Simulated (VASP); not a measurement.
Computed with PBE GGA + U (Dudarev), VASP's PBE PAW potentials (set 64) (plane waves; VASP).

VASP input:

INCAR:
```
ALGO  =  Normal
EDIFF  =  1E-6
ENCUT  =  400
GGA  =  PE
ISIF  =  2
ISMEAR  =  1
LASPH  =  .TRUE.
LCHARG  =  .FALSE.
LDAU  =  .TRUE.
LDAUJ  =  0 0
LDAUL  =  2 -1
LDAUPRINT  =  1
LDAUTYPE  =  2
LDAUU  =  6.0 0
LMAXMIX  =  6
LORBIT  =  10
LREAL  =  .FALSE.
LWAVE  =  .FALSE.
NELM  =  100
PREC  =  Accurate
SIGMA  =  0.1
SYSTEM  =  CuAu
```

**KPOINTS**
```
K-points
0
gamma
12 11 9
0 0 0
```

POSCAR:
```
CuAu
3.6087280
  0.7585681160   0.0000000000   0.0000000000
  0.0000000000   0.7927297375   0.0000000000
  0.0000000000   0.0000000000   1.0000000000
Cu Au
1 1
Cartesian
  0.0000000000   0.0000000000   0.0000000000
  0.3890627596   0.3963648687   0.5000000000
```

POTCAR, in this order: Cu Au (PBE.64 set). Program: vasp_std.

Output of the run:

OSZICAR:
```
       N       E                     dE             d eps       ncg     rms          rms(c)
DAV:   1     0.118286913111E+03    0.11829E+03   -0.99670E+03  6612   0.179E+03
DAV:   2    -0.168134317152E+01   -0.11997E+03   -0.11443E+03  6461   0.305E+02
DAV:   3    -0.586390072299E+01   -0.41826E+01   -0.41598E+01  7875   0.709E+01
DAV:   4    -0.590441616530E+01   -0.40515E-01   -0.40510E-01  7268   0.579E+00
DAV:   5    -0.590558191974E+01   -0.11658E-02   -0.11657E-02  9215   0.109E+00    0.933E+00
DAV:   6    -0.520945130387E+01    0.69613E+00   -0.24738E+00  9279   0.240E+01    0.621E+00
DAV:   7    -0.519291953698E+01    0.16532E-01   -0.95238E-02  8784   0.113E+01    0.319E+00
DAV:   8    -0.518829775455E+01    0.46218E-02   -0.76347E-02  7183   0.135E+01    0.128E+00
DAV:   9    -0.518161568614E+01    0.66821E-02   -0.28176E-02  7317   0.815E+00    0.298E-02
DAV:  10    -0.518172683274E+01   -0.11115E-03   -0.10000E-03  7308   0.309E-01    0.233E-02
DAV:  11    -0.518173089226E+01   -0.40595E-05   -0.32330E-05  8019   0.235E-01    0.130E-02
DAV:  12    -0.518173099200E+01   -0.99740E-07   -0.66146E-06  7930   0.118E-01
   1 F= -.51817310E+01 E0= -.51816447E+01  d E =-.258781E-03
```

### OUTCAR
```
------------------------ aborting loop because EDIFF is reached ----------------------------------------
  FORCE on cell =-STRESS in cart. coord.  units (eV):
  Direction    XX          YY          ZZ          XY          YZ          ZX
  --------------------------------------------------------------------------------------
  Total        1.7297882      0.9960421      1.3347185      0.0000000      0.0000000      0.0000000
  in kB       98.0666504     56.4684800     75.6690158      0.0000000      0.0000000      0.0000000
  external PRESSURE =      76.7347154 kB  Pullay stress =       0.0000000 kB
  volume of cell :       28.26
      direct lattice vectors                 reciprocal lattice vectors
     2.737466000  0.000000000  0.000000000     0.365301341  0.000000000  0.000000000
     0.000000000  2.860746000  0.000000000     0.000000000  0.349559171  0.000000000
     0.000000000  0.000000000  3.608728000     0.000000000  0.000000000  0.277105950
 POSITION                                       TOTAL-FORCE (eV/Angst)
 -----------------------------------------------------------------------------------
      0.00000      0.00000      0.00000         0.125251      0.000000      0.000000
      1.40402      1.43037      1.80436        -0.125251      0.000000      0.000000
 -----------------------------------------------------------------------------------
    total drift:                               -0.000215      0.000000     -0.000000
  FREE ENERGIE OF THE ION-ELECTRON SYSTEM (eV)
  ---------------------------------------------------
  free  energy   TOTEN  =        -5.1817309920 eV

  energy  without entropy=       -5.1814722111  energy(sigma->0) =       -5.18164473

 total charge

# of ion       s       p       d       tot
------------------------------------------
    1        0.369   0.307   9.434  10.110
    2        0.624   0.421   8.704   9.750
--------------------------------------------------
tot          0.993   0.728  18.138  19.859
```
(Selected blocks of OUTCAR.)

The compound is CuAu in the L1_0 structure. The cell was not relaxed at this level, atoms are displaced from their ideal sites. The run is one of a series of settings (LDAU = .TRUE., LDAUJ = 0 0, LDAUL = 2 -1, LDAUTYPE = 2, LDAUU = 6.0 0 against the base run), some of them coarse on purpose.
